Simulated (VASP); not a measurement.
All values below come from PBE GGA, VASP's PBE PAW potentials (set 64) (plane waves; VASP).

Input for VASP

**INCAR**
```
SYSTEM=PtS2
PREC=Accurate; ENCUT=520; LREAL=.FALSE.
LASPH=.TRUE.; ICHARG=11
EDIFF=1E-6; NELM=100; ALGO=Normal
LMAXMIX=6
ISMEAR=0; SIGMA=0.05
GGA=PE
LWAVE=.FALSE.; LCHARG=.FALSE.
```

**KPOINTS**
```
k-points along high-symmetry lines
10
Line-mode
Reciprocal
  0.000000   0.000000   0.000000 ! GAMMA
  0.500000  -0.000000   0.000000 ! M

  0.500000  -0.000000   0.000000 ! M
  0.333333   0.333333   0.000000 ! K

  0.333333   0.333333   0.000000 ! K
  0.000000   0.000000   0.000000 ! GAMMA

  0.000000   0.000000   0.000000 ! GAMMA
  0.000000   0.000000   0.500000 ! A

  0.000000   0.000000   0.500000 ! A
  0.500000  -0.000000   0.500000 ! L

  0.500000  -0.000000   0.500000 ! L
  0.333333   0.333333   0.500000 ! H

  0.333333   0.333333   0.500000 ! H
  0.000000   0.000000   0.500000 ! A

  0.500000  -0.000000   0.500000 ! L
  0.500000  -0.000000   0.000000 ! M

  0.333333   0.333333   0.500000 ! H
  0.333333   0.333333   0.000000 ! K
```

### POSCAR
```
PtS2
1
    1.7862671786    -3.0939055814     0.0000000000
    1.7862671786     3.0939055814     0.0000000000
   -0.0000000000     0.0000000000     6.0565488367
Pt S
1 2
Direct
  0.0000000000   0.0000000000   0.0000000000
  0.3333330000   0.6666670000   0.2026287594
  0.6666670000   0.3333330000   0.7973712406
```

POTCAR, in this order: Pt S (PBE.64 set). Program: vasp_std. Read from the step before: CHGCAR.

The resulting files:

OUTCAR:
```
 ion  position               nearest neighbor table
   1  0.000  0.000  0.000-   2 2.40   3 2.40   3 2.40   2 2.40   3 2.40   2 2.40
   2  0.333  0.667  0.203-   1 2.40   1 2.40   1 2.40
   3  0.667  0.333  0.797-   1 2.40   1 2.40   1 2.40
  LATTYP: Found a hexagonal cell.
 ALAT       =     3.5725344197
 C/A-ratio  =     1.6953087431
 Subroutine PRICEL returns:
 Original cell was already a primitive cell.
 Subroutine GETGRP returns: Found 12 space group operations
The static configuration has the point symmetry D_3d.
The dynamic configuration has the point symmetry D_3d.
 Subroutine INISYM returns: Found 12 space group operations
   k-points           NKPTS =     90   k-points in BZ     NKDIM =     90   number of bands    NBANDS=     15
   number of dos      NEDOS =    301   number of ions     NIONS =      3
   total plane-waves  NPLWV =  37632
   dimension x,y,z NGX =    28 NGY =   28 NGZ =   48
   dimension x,y,z NGXF=    56 NGYF=   56 NGZF=   96
   ions per type =               1   2
   PREC   = accura    normal or accurate (medium, high low for compatibility)
   ISTART =      0    job   : 0-new  1-cont  2-samecut
   ICHARG =     11    charge: 1-file 2-atom 10-const
   ISPIN  =      1    spin polarized calculation?
   LNONCOLLINEAR =      F non collinear calculations
   LSORBIT =      F    spin-orbit coupling
   INIWAV =      1    electr: 0-lowe 1-rand  2-diag
   ENCUT  =  520.0 eV  38.22 Ry    6.18 a.u.   6.64  6.64 11.26*2*pi/ulx,y,z
   NELM   =    100;   NELMIN=  2; NELMDL= -5     # of ELM steps
   EDIFF  = 0.1E-05   stopping-criterion for ELM
   LREAL  =      F    real-space projection
   NLSPLINE    = F    spline interpolate recip. space projectors
   LMAXMIX     =    6 max onsite mixed and CHGCAR
   VOSKOWN=      0    Vosko Wilk Nusair interpolation
   EDIFFG = 0.1E-04   stopping-criterion for IOM
   NSW    =      0    number of steps for IOM
   NBLOCK =      1;   KBLOCK =      1    inner block; outer block
   IBRION =     -1    ionic relax: 0-MD 1-quasi-New 2-CG
   NFREE  =      0    steps in history (QN), initial steepest desc. (CG)
   ISIF   =      2    stress and relaxation
   ISYM   =      2    0-nonsym 1-usesym 2-fastsym
   TEIN   =    0.0    initial temperature
   TEBEG  =    0.0;   TEEND  =   0.0 temperature during run
   SMASS  =  -3.00    Nose mass-parameter (am)
   PSTRESS=    0.0 pullay stress
   NELECT =      22.0000    total number of electrons
   EFERMI =   0.00;   METHOD = LEGACY
   ISMEAR =     0;   SIGMA  =   0.05  broadening in eV -4-tet -1-fermi 0-gaus
   IALGO  =     38    algorithm
   LDIAG  =      T    sub-space diagonalisation (order eigenvalues)
   IMIX   =      4    mixing-type and parameters
     AMIX     =   0.40;   BMIX     =  1.00
     AMIX_MAG =   1.60;   BMIX_MAG =  1.00
     AMIN     =   0.10
   GGA     = PE    functional components
   VOSKOWN =     0    Vosko Wilk Nusair interpolation
   LHFCALC =     F    Hartree Fock is set to
   LHFONE  =     F    Hartree Fock one center treatment
   AEXX    =    0.0000 exact exchange contribution
   IVDW    =     0    specifies the selected vdW correction
   LEPSILON=     F    determine dielectric tensor
   LRPA    =     F    only Hartree local field effects (RPA)
  energy-cutoff  :      520.00
  volume of cell :       66.94
      direct lattice vectors                 reciprocal lattice vectors
     1.786267179 -3.093905581  0.000000000     0.279913333 -0.161608035  0.000000000
     1.786267179  3.093905581  0.000000000     0.279913333  0.161608035  0.000000000
     0.000000000  0.000000000  6.056548837     0.000000000  0.000000000  0.165110532
 k-point     1 :   0.0000 0.0000 0.0000  plane waves:    1787
 k-point     2 :   0.0556 0.0000 0.0000  plane waves:    1813
 k-point     3 :   0.1111 0.0000 0.0000  plane waves:    1809
 k-point     4 :   0.1667 0.0000 0.0000  plane waves:    1805
 k-point     5 :   0.2222 0.0000 0.0000  plane waves:    1807
 k-point     6 :   0.2778 0.0000 0.0000  plane waves:    1804
 k-point     7 :   0.3333 0.0000 0.0000  plane waves:    1794
 k-point     8 :   0.3889 0.0000 0.0000  plane waves:    1798
...
```

File OSZICAR:
```
       N       E                     dE             d eps       ncg     rms          rms(c)
DAV:   1     0.123413944432E+03    0.12341E+03   -0.10332E+04  2700   0.128E+03
DAV:   2    -0.983424250517E+01   -0.13325E+03   -0.12999E+03  3457   0.246E+02
DAV:   3    -0.154737027242E+02   -0.56395E+01   -0.56166E+01  3442   0.544E+01
DAV:   4    -0.155496009212E+02   -0.75898E-01   -0.75874E-01  3487   0.685E+00
DAV:   5    -0.155514552259E+02   -0.18543E-02   -0.18543E-02  3596   0.101E+00
DAV:   6    -0.155515294317E+02   -0.74206E-04   -0.74205E-04  3768   0.186E-01
DAV:   7    -0.155515316802E+02   -0.22485E-05   -0.22487E-05  3560   0.291E-02
DAV:   8    -0.155515317791E+02   -0.98906E-07   -0.98921E-07  3092   0.583E-03
   1 F= -.15551532E+02 E0= -.15551532E+02  d E =-.528337E-17
```

File OUTCAR:
```
 val. band max:        3.8750853185   @ k =   0.1481   0.1481   0.0000

 cond. band min:       5.3845580334   @ k =   0.2222   0.0000   0.5000



 k-point     1 :       0.0000    0.0000    0.0000
  band No.  band energies     occupation
      1     -10.3510      2.00000
      2      -8.0443      2.00000
      3      -1.8710      2.00000
      4      -1.8710      2.00000
      5      -1.7103      2.00000
      6       0.8132      2.00000
      7       0.8132      2.00000
      8       2.6782      2.00000
      9       3.3871      2.00000
     10       3.3871      2.00000
     11       3.5784      2.00000
     12       6.8085      0.00000
     13       6.8085      0.00000
     14       9.2766      0.00000
     15       9.6794      0.00000

 k-point     2 :       0.0556    0.0000    0.0000
  band No.  band energies     occupation
      1     -10.3129      2.00000
      2      -8.0553      2.00000
      3      -1.8608      2.00000
      4      -1.8465      2.00000
      5      -1.6735      2.00000
      6       0.7562      2.00000
      7       0.7798      2.00000
      8       2.5339      2.00000
      9       3.4060      2.00000
     10       3.4173      2.00000
     11       3.6257      2.00000
     12       6.6135      0.00000
     13       6.7589      0.00000
     14       9.4301      0.00000
     15       9.8955      0.00000

 k-point     3 :       0.1111    0.0000    0.0000
  band No.  band energies     occupation
      1     -10.2007      2.00000
      2      -8.0867      2.00000
      3      -1.8292      2.00000
      4      -1.7762      2.00000
      5      -1.5639      2.00000
      6       0.5738      2.00000
      7       0.6951      2.00000
      8       2.2198      2.00000
      9       3.4391      2.00000
     10       3.4480      2.00000
     11       3.7359      2.00000
     12       6.1801      0.00000
     13       6.6394      0.00000
     14       9.8441      0.00000
     15      10.3530      0.00000

...
```

The density is held fixed in this step, so its total energy and stress have no physical meaning. Without a dispersion term in the relaxation, distances and binding between the weakly bound layers, chains or molecules are unreliable, and so is what depends on them. Unless said otherwise, spin-orbit coupling is left out, though it shifts the bands of the heavy elements here.

The compound is PtS2 in the 1T layered structure. It was relaxed first, which changed the volume by +22 %.
